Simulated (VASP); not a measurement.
Rh:

```
Rh
1.0
     0.00000    1.89785    1.89785
     1.89785    0.00000    1.89785
     1.89785    1.89785    0.00000
Rh
1
Cartesian
  0.0000 0.0000 0.0000
```

* Program: VASP 6.6.1
* Task: relaxation of cell and atoms
* Functional: RPBE
* Potentials or basis: VASP PAW PBE potentials, release 64 (Rh_pv)
* Cutoff: 600 eV
* k mesh: 16 × 16 × 16
* Occupations: methfessel-paxton, width 0.1 eV
* Spin: no spin polarisation

At the start: pressure 12.3 GPa; volume 13.67 Å³/atom.

Question: Where does the relaxation end?

Answer: Over 4 steps the energy falls by 22.9 meV/atom and the volume is 14.31 Å³/atom (+4.6 %); space group Fm-3m (No. 225, to 0.05 Å).

Step by step:
```
step  energy change (eV)  largest force (eV/Å)  pressure (GPa)  volume (Å³)
   1              0.0000                0.0000           12.32        13.67
   2              0.0780                0.0000          -18.64        15.86
   3             -0.0229                0.0000           -0.40        14.33
   4             -0.0229                0.0000           -0.03        14.31
```

Final structure:
```yaml
crystal:
  lattice:
    - [0.00000, 1.92682, 1.92682]
    - [1.92682, 0.00000, 1.92682]
    - [1.92682, 1.92682, 0.00000]
  atoms:
    - { symbol: Rh, position: [0.00000, 0.00000, 0.00000] }
```

Caveat: the PAW data sets were made with another functional, which shifts forces and pressure a little.
